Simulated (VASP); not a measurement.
Consider the following.

```yaml
crystal:
  lattice:
    - [-1.92331, 1.92331, 1.92331]
    - [1.92331, -1.92331, 1.92331]
    - [1.92331, 1.92331, -1.92331]
  atoms:
    - { symbol: Tl, position: [0.00000, 0.00000, 0.00000] }
```

Calculation: PBEsol GGA, VASP's PBE PAW potentials (set 64) (plane waves; VASP). Run with 400 eV cut-off, Gaussian smearing of 0.050 eV, potentials Tl_d.

Q: Give the energies of bands 6 to 9 at the high-symmetry points, in eV from the Fermi level.

A: 
```
band       Γ      H      N      P
----  ------  -----  -----  -----
6     -10.11  -1.55  -5.02  -4.22
7      10.89   1.41  -2.79   0.72
8      10.89   1.41   5.84   0.72
9      10.89   1.41   7.16   0.72
```

It has no gap at this level: it comes out as a metal or semimetal.

The structure was generated: Tl was put into the bcc type (Im-3m), which need not be its known phase. It was relaxed first.
